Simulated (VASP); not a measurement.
# LiH20ClO10 in VASP: notebook, part 2 of 2

VASP 6.6.1. The steps go on from the part before.

## 3. Single point, LDA

INCAR reads:

```
  ALGO = Normal
  EDIFF = 1E-7
  ENCUT = 520
  GGA = CA
  ISIF = 2
  ISMEAR = -1
  LASPH = True
  LCHARG = False
  LREAL = Auto
  LWAVE = False
  NBANDS = 67
  NELM = 60
  PREC = Accurate
  SIGMA = 0.05
```

KPOINTS reads:

```
k-points
0
Gamma
  1 1 1
```

POSCAR reads:

```
LiH20ClO10
1.0
    7.0067960000      0.0000000000      0.0000000000
    0.0000000000      7.0067960000      0.0000000000
    0.0000000000      0.0000000000      7.0067960000
O H Li Cl
10 20 1 1
Direct
    0.4594253921     -0.0567020932     -0.0178969104
    0.7900900783      0.5061514564      0.8010936810
    0.5632817054      0.5731150158      0.1307302225
    0.7665415120      0.6456588718      0.4263432245
    0.1361963442      0.4450964464      0.4431412018
    0.3260691477      0.1150597220      0.3676430711
    0.8442375088      0.1667952085      0.6862052213
    0.5828341513      0.9251732175      0.6112494213
    0.7940433830      0.9695586970      0.2432067381
    0.3933038724      0.5605415086      0.6959529006
    0.5098764114     -0.1843210506      0.0211651659
    0.3340613884     -0.0838043522     -0.0637095757
    0.9034799929      0.5869159028      0.8191618537
    0.8336620618      0.3692986067      0.7753044330
    0.6604017014      0.5184252546      0.0535908281
    0.6193558368      0.5673634568      0.2620884067
    0.8638327704      0.5557318923      0.4642920958
    0.6859625997      0.6570478147      0.5446283865
    0.2441486808      0.4695155960      0.5456559603
    0.1659959845      0.5275307002      0.3443371264
    0.2534396606      0.2401240167      0.3902782384
    0.2324172132      0.0440001393      0.2903752300
    0.9577701420      0.1153879748      0.7490013981
    0.7409235262      0.0531912161      0.6594026713
    0.5260178832      0.9199354455      0.7421366342
    0.4776790990      0.9918370679      0.5383059532
    0.8818010400      0.9415002235      0.1276475011
    0.8009366906      0.8454934324      0.3149941856
    0.2999088314      0.6029431997      0.7882347367
    0.5242481728      0.5330110938      0.7469605223
    0.5794659927      0.0889993087      0.1816664849
    0.0790660953      0.8136386445      0.9260580728
```

Potentials or basis: VASP PAW LDA potentials, release 64 (O, H, Li_sv, Cl).

Run with:

```bash
$ cat potpaw_LDA.64/O/POTCAR potpaw_LDA.64/H/POTCAR potpaw_LDA.64/Li_sv/POTCAR potpaw_LDA.64/Cl/POTCAR > POTCAR
$ mpirun -np 1 vasp_gam > vasp.out
```

OUTCAR:

```text
EDIFF = 1E-7
   ENCUT = 520
   GGA = CA
   ISIF = 2
   ISMEAR = -1
   LASPH = True
   LREAL = Auto
   NELM = 60
   PREC = Accurate

 ion  position               nearest neighbor table
   1  0.459  0.943  0.982-  12 0.95  11 1.00  31 1.92
   2  0.790  0.506  0.801-  13 0.98  14 1.02
   3  0.563  0.573  0.131-  15 0.95  16 1.00
   4  0.767  0.646  0.426-  17 0.97  18 1.01
   5  0.136  0.445  0.443-  20 0.93  19 1.06
   6  0.326  0.115  0.368-  22 0.99  21 1.03  31 2.21
   7  0.844  0.167  0.686-  23 0.98  24 1.09
   8  0.583  0.925  0.611-  25 1.00  26 1.01
   9  0.794  0.970  0.243-  28 1.01  27 1.04  31 1.77
  10  0.393  0.561  0.696-  29 0.97  30 1.00
  11  0.510  0.816  0.021-   1 1.00
  12  0.334  0.916  0.936-   1 0.95
  13  0.903  0.587  0.819-   2 0.98
  14  0.834  0.369  0.775-   2 1.02
  15  0.660  0.518  0.054-   3 0.95
  16  0.619  0.567  0.262-   3 1.00
[... 12 lines left out ...]
  29  0.300  0.603  0.788-  10 0.97
  30  0.524  0.533  0.747-  10 1.00
  31  0.579  0.089  0.182-   9 1.77   1 1.92   6 2.21
  32  0.079  0.814  0.926-

  LATTYP: Found a simple cubic cell.
 ALAT       =     7.0067960000

  Lattice vectors:

 A1 = (   7.0067960000,   0.0000000000,   0.0000000000)
 A2 = (   0.0000000000,   7.0067960000,   0.0000000000)
 A3 = (   0.0000000000,   0.0000000000,   7.0067960000)

Analysis of symmetry for initial positions (statically):
=====================================================================
 Subroutine PRICEL returns:
 Original cell was already a primitive cell.

 Routine SETGRP: Setting up the symmetry group for a
 simple cubic supercell.

 Subroutine GETGRP returns: Found  1 space group operations
 (whereof  1 operations were pure point group operations)
 out of a pool of 48 trial point group operations.

The static configuration has the point symmetry C_1 .

Analysis of symmetry for dynamics (positions and initial velocities):
=====================================================================
 Subroutine PRICEL returns:
 Original cell was already a primitive cell.

 Routine SETGRP: Setting up the symmetry group for a
 simple cubic supercell.

 Subroutine GETGRP returns: Found  1 space group operations
 (whereof  1 operations were pure point group operations)
 out of a pool of 48 trial point group operations.

The dynamic configuration has the point symmetry C_1 .

 Subroutine INISYM returns: Found  1 space group operations
 (whereof  1 operations are pure point group operations),
 and found     1 'primitive' translations

----------------------------------------------------------------------------------------

                                     Primitive cell

  volume of cell :     344.0000

  direct lattice vectors                    reciprocal lattice vectors
     7.006796000  0.000000000  0.000000000     0.142718584  0.000000000  0.000000000
     0.000000000  7.006796000  0.000000000     0.000000000  0.142718584  0.000000000
     0.000000000  0.000000000  7.006796000     0.000000000  0.000000000  0.142718584

  length of vectors
     7.006796000  7.006796000  7.006796000     0.142718584  0.142718584  0.142718584

  position of ions in fractional coordinates (direct lattice)
     0.459425392  0.943297907  0.982103090
     0.790090078  0.506151456  0.801093681
     0.563281705  0.573115016  0.130730222
     0.766541512  0.645658872  0.426343225
     0.136196344  0.445096446  0.443141202
     0.326069148  0.115059722  0.367643071
[... 24 lines left out ...]
     0.579465993  0.088999309  0.181666485
     0.079066095  0.813638645  0.926058073

  ion indices of the primitive-cell ions
   primitive index   ion index
                 1           1
                 2           2
                 3           3
                 4           4
                 5           5
                 6           6
[... 24 lines left out ...]
                31          31
                32          32

----------------------------------------------------------------------------------------

 KPOINTS: k-points

Automatic generation of k-mesh.
 Grid dimensions read from file:
 generate k-points for:    1    1    1

 Generating k-lattice:

  Cartesian coordinates                     Fractional coordinates (reciprocal lattice)
     0.142718584  0.000000000  0.000000000     1.000000000  0.000000000  0.000000000
     0.000000000  0.142718584  0.000000000     0.000000000  1.000000000  0.000000000
     0.000000000  0.000000000  0.142718584     0.000000000  0.000000000  1.000000000

  Length of vectors
     0.142718584  0.142718584  0.142718584

  Shift w.r.t. Gamma in fractional coordinates (k-lattice)
     0.000000000  0.000000000  0.000000000

 Subroutine IBZKPT returns following result:
 ===========================================

 Found      1 irreducible k-points:

 Following reciprocal coordinates:
            Coordinates               Weight
  0.000000  0.000000  0.000000      1.000000
   k-points           NKPTS =      1   k-points in BZ     NKDIM =      1   number of bands    NBANDS=     67
   number of dos      NEDOS =    301   number of ions     NIONS =     32
   total plane-waves  NPLWV = 157464
   dimension x,y,z NGX =    54 NGY =   54 NGZ =   54
   dimension x,y,z NGXF=   108 NGYF=  108 NGZF=  108
   ions per type =              10  20   1   1
   NGX,Y,Z   is equivalent  to a cutoff of  12.81, 12.81, 12.81 a.u.
   NGXF,Y,Z  is equivalent  to a cutoff of  25.62, 25.62, 25.62 a.u.
 SYSTEM =  unknown system
   PREC   = accura    normal or accurate (medium, high low for compatibility)
   ISTART =      0    job   : 0-new  1-cont  2-samecut
   ICHARG =      2    charge: 1-file 2-atom 10-const
   ISPIN  =      1    spin polarized calculation?
   LNONCOLLINEAR =      F non collinear calculations
   LSORBIT =      F    spin-orbit coupling
   LASPH  =      T    aspherical Exc in radial PAW
   ENCUT  =  520.0 eV  38.22 Ry    6.18 a.u.  13.03 13.03 13.03*2*pi/ulx,y,z
   NELM   =     60;   NELMIN=  2; NELMDL= -5     # of ELM steps
   EDIFF  = 0.1E-06   stopping-criterion for ELM
   LREAL  =      T    real-space projection
   EDIFFG = 0.1E-05   stopping-criterion for IOM
   NSW    =      0    number of steps for IOM
[... 5 lines left out ...]
   TEBEG  =    0.0;   TEEND  =   0.0 temperature during run
   PSTRESS=    0.0 pullay stress
   NELECT =      90.0000    total number of electrons
   NUPDOWN=      -1.0000    fix difference up-down
   EMIN   =  10.00;   EMAX   =-10.00  energy-range for DOS
   EFERMI =   0.00;   METHOD = LEGACY
   ISMEAR =    -1;   SIGMA  =   0.05  broadening in eV -4-tet -1-fermi 0-gaus
   EFERMI_NEDOS =   21; number of points for ismear=-14 and -15
   IALGO  =     38    algorithm
   IMIX   =      4    mixing-type and parameters
     AMIX     =   0.40;   BMIX     =  1.00
     AMIX_MAG =   1.60;   BMIX_MAG =  1.00
  volume/ion in A,a.u.               =      10.75        72.54
  Fermi-wavevector in a.u.,A,eV,Ry     =   1.047055  1.978647 14.916398  1.096324
  Thomas-Fermi vector in A             =   2.181919
   LORBIT       =      0    0 simple, 1 ext, 2 COOP (PROOUT), +10 PAW based schemes
   GGA     = CA    functional components
   LHFCALC =     F    Hartree Fock is set to
   AEXX    =    0.0000 exact exchange contribution
   IVDW    =     0    specifies the selected vdW correction
   LEPSILON=     F    determine dielectric tensor
   LRPA    =     F    only Hartree local field effects (RPA)
 non-spin polarized calculation
  energy-cutoff  :      520.00
  volume of cell :      344.00
 maximum number of plane-waves:      4586
 NGX is ok and might be reduce to    54
   NGX = 27   NGY = 27   NGZ = 27

 number of electron      90.0000016 magnetization

 Free energy of the ion-electron system (eV)
  ---------------------------------------------------
  ext. energy  EPLUGINS =         0.00000000
  ---------------------------------------------------
  free energy    TOTEN  =      -163.16003893 eV

  energy without entropy =     -163.16003893  energy(sigma->0) =     -163.16003893

 E-fermi :  -2.0297     XC(G=0):  -7.3481

 val. band max:       -3.2278231669   @ k =   0.0000   0.0000   0.0000
 cond. band min:       0.9463448143   @ k =   0.0000   0.0000   0.0000
 fundamental gap:      4.1741679812
 Fermi energy:        -2.0296987149

 k-point     1 :       0.0000    0.0000    0.0000
  band No.  band energies     occupation
      1     -45.3524      2.00000
      2     -22.4997      2.00000
      3     -22.2839      2.00000
      4     -22.1718      2.00000
      5     -21.8977      2.00000
      6     -21.7435      2.00000
[... 49 lines left out ...]
     56       5.9070      0.00000
     57       6.1545      0.00000
 [bands above 57 left out]

------------------------ aborting loop because EDIFF is reached ----------------------------------------

  FORCE on cell =-STRESS in cart. coord.  units (eV):
  Direction    XX          YY          ZZ          XY          YZ          ZX
  --------------------------------------------------------------------------------------
  -------------------------------------------------------------------------------------
  Total       -3.0540314     -1.1028842     -0.5451970      1.4681947     -0.8045242     -1.1440701
  in kB      -14.2241283     -5.1366750     -2.5392509      6.8381057     -3.7470655     -5.3284977
  external PRESSURE =      -7.3000181 kB  Pullay stress =       0.0000000 kB

 VOLUME and BASIS-vectors are now :
 -----------------------------------------------------------------------------
  energy-cutoff  :      520.00
  volume of cell :      344.00
      direct lattice vectors                 reciprocal lattice vectors
     7.006796000  0.000000000  0.000000000     0.142718584  0.000000000  0.000000000
     0.000000000  7.006796000  0.000000000     0.000000000  0.142718584  0.000000000
     0.000000000  0.000000000  7.006796000     0.000000000  0.000000000  0.142718584

 POSITION                                       TOTAL-FORCE (eV/Angst)
 -----------------------------------------------------------------------------------
      3.21910      6.60950      6.88140         2.730718      0.313487      0.465724
      5.53600      3.54650      5.61310        -0.574842     -0.191033      0.327341
      3.94680      4.01570      0.91600        -1.574464      0.475607      0.855758
      5.37100      4.52400      2.98730        -1.126102      0.154712      0.561960
      0.95430      3.11870      3.10500         0.466395     -2.083111      3.067038
      2.28470      0.80620      2.57600        -0.102093      0.269314     -0.465977
[... 24 lines left out ...]
      4.06020      0.62360      1.27290        -0.762578      0.137700      0.077800
      0.55400      5.70100      6.48870        -0.350089     -0.136154     -0.074977
 -----------------------------------------------------------------------------------
    total drift:                               -0.003177      0.000038     -0.002490

  FREE ENERGIE OF THE ION-ELECTRON SYSTEM (eV)
  ---------------------------------------------------
  free  energy   TOTEN  =      -163.1600389263 eV

  energy  without entropy=     -163.1600389262  energy(sigma->0) =     -163.16003893
```

Run time: 49 s. Hardware: 1 thread of Intel Xeon Platinum 8259CL at 2.50GHz (Skylake/Cascade Lake), shared host; peak memory 0.29 GiB.

Results:

```yaml
Free_energy: -163.1600 eV
Largest_force: 3.737 eV/Å
Band_gap_on_the_k_mesh: 4.17 eV, direct
```

Forces on the atoms (eV/Å):
```
O    2.731  0.313  0.466
O   -0.575 -0.191  0.327
O   -1.574  0.476  0.856
O   -1.126  0.155  0.562
O    0.466 -2.083  3.067
O   -0.102  0.269 -0.466
O   -0.538 -0.613  0.147
O   -0.745  0.503  0.084
O    1.321 -0.363 -1.568
O    0.608 -0.717 -1.162
H    0.050 -0.388  0.377
H   -2.373 -0.318 -0.292
H    0.108  0.495  0.219
H   -0.540 -0.223 -0.533
H    1.368 -0.520 -1.683
H    0.136  0.548 -0.013
H    1.158 -0.800  0.188
H    0.458  0.491 -0.596
H   -0.744  0.221 -0.666
H    0.747  1.966 -2.408
H    0.153 -0.101  0.182
H    0.220 -0.198  0.164
H   -0.076 -0.584 -0.131
H    0.965  1.156  0.056
H    0.242 -0.078  0.270
H    0.398 -0.150 -0.177
H   -0.728  0.200  1.011
H   -0.237 -0.025  0.385
H   -0.223  0.508  1.041
H   -0.437  0.051  0.290
Li  -0.763  0.138  0.078
Cl  -0.350 -0.136 -0.075
```

Caveat: the cutoff is under 1.25 times the usual one of these potentials, so pressure, stress and relaxed cells hold a basis-set (Pulay) error. LDA gaps usually lie below the measured ones, often by a third to a half.
